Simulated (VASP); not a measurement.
Data:

```
Cr
1.0
    2.88000     0.00000     0.00000
    0.00000     2.88000     0.00000
    0.00000     0.00000     2.88000
Cr
2
Cartesian
  0.00000   0.00000   0.00000
  1.44000   1.44000   1.44000
```
Starting moments (μB, in the order of the record's atoms Cr Cr): 1.5 -1.5.

Method: vdW-DF2, VASP's PBE PAW potentials (set 64) (plane waves; VASP). Settings: 520 eV cut-off, 11×11×11 Γ-centred mesh, first-order Methfessel-Paxton smearing of 0.10 eV, potentials Cr_pv.

Energy and stress use the plane-wave basis of the starting cell.

The ions, cell shape and volume are relaxed. What does this cell relax into?

```
Cr
1.0
    2.90667     0.00000     0.00000
    0.00000     2.90667     0.00000
    0.00000     0.00000     2.90667
Cr
2
Direct
  0.00000   0.00000   0.00000
  0.50000   0.50000   0.50000
```
Space group Im-3m (229), at a tolerance of 0.03 Å. The cell ends with 0.00 μB, on the sites 0.97 -0.97 μB.

How do energy and volume change from the first to the last step?

The energy (σ→0) changes by -5.5 meV/atom and the volume by +2.8 %, in 3 ionic steps.

```csv
step,E(σ→0) (eV),max force (eV/Å),pressure (GPa),volume (Å³)
1,-11.3119,0.000,5.51,23.89
2,-11.3099,0.000,-5.14,25.34
3,-11.3230,0.000,0.08,24.56
```

The compound is Cr in the bcc, AFM order structure. This run relaxes it. Symmetry was kept, so distortions that lower it aren't found.
